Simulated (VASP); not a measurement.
Input:

```xyz
3
Lattice="1.8850 -3.2649 0.0000 1.8850 3.2649 0.0000 0.0000 0.0000 6.1400" Properties=species:S:1:pos:R:3 pbc="T T T"
Zr     0.0000     0.0000     0.0000
Se     1.8850     1.0883     1.5657
Se     1.8850    -1.0883     4.5743
```
Cell charge +0.02.

These are PBE GGA, VASP's PBE PAW potentials (set 64) (plane waves; VASP) values and carry that method's errors. Settings: NELECT = 23.98, 400 eV cut-off, 7×7×4 Γ-centred mesh, Gaussian smearing of 0.050 eV, potentials Zr_sv Se.

The cell is charged, with a uniform compensating background.

Question: Predict the energy per atom (σ→0), pressure, band gap (on the k-mesh) with the smallest direct gap where there is one.

Answer: 
The band gap (on the k-mesh) is none (metal, semimetal or under 0.01 eV) and the energy per atom (σ→0) comes out as -6.547 eV/atom. The pressure comes out as 2.13 GPa.

The absolute energy has meaning only against runs of the same code, potentials and settings.

The compound is ZrSe2 in the 1T layered structure. The cell was not relaxed at this level. The run is one of a series of settings (NELECT = 23.98 against the base run), some of them coarse on purpose.
